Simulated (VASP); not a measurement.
Consider the following.

Space group Fm-3m (No. 225); a = b = c = 4.981 Å, α = β = γ = 90.00°

| atom | site | symmetry | x | y | z |
|---|---|---|---|---|---|
| Gd | 4a | m-3m | 0.0000 | 0.0000 | 0.0000 |
| N | 4b | m-3m | 0.5000 | 0.5000 | 0.5000 |
(The calculation used a cell of 2 atoms; values per cell refer to that cell.)

Computed with PBE GGA, VASP's PBE PAW potentials (set 64) (plane waves; VASP). Numerical set-up: 520 eV cut-off, 13×13×13 Γ-centred mesh, first-order Methfessel-Paxton smearing of 0.10 eV, potentials Gd_3 N.

The 4f electrons are frozen in the core of the lanthanide potential, so 4f levels, which can set the real gap, and their magnetism are missing.

Q: Give the energy at these volumes per atom, relative to the lowest: 14.51, 14.98, 15.44, 15.90, 16.36 Å³.

A: 30.8, 7.5, 0.0, 6.1, 23.7 meV/atom. A third-order Birch-Murnaghan fit gives B0 = 155 GPa and B0′ = 4.3.

Measured: bulk modulus 192 GPa (computed value off by -19.1 %), as given by K Doll, Journal of Physics Condensed Matter (2008), arXiv:0801.3152; a 4.974 Å (computed value off by +0.1 %), as given by F. Natali et al., Progress in Materials Science (2013), arXiv:1208.2410. The calculation is for a static lattice, while the measured bulk modulus, a hold thermal and zero-point effects, which are part of the difference.

The compound is GdN in the rock salt structure. It was relaxed first.
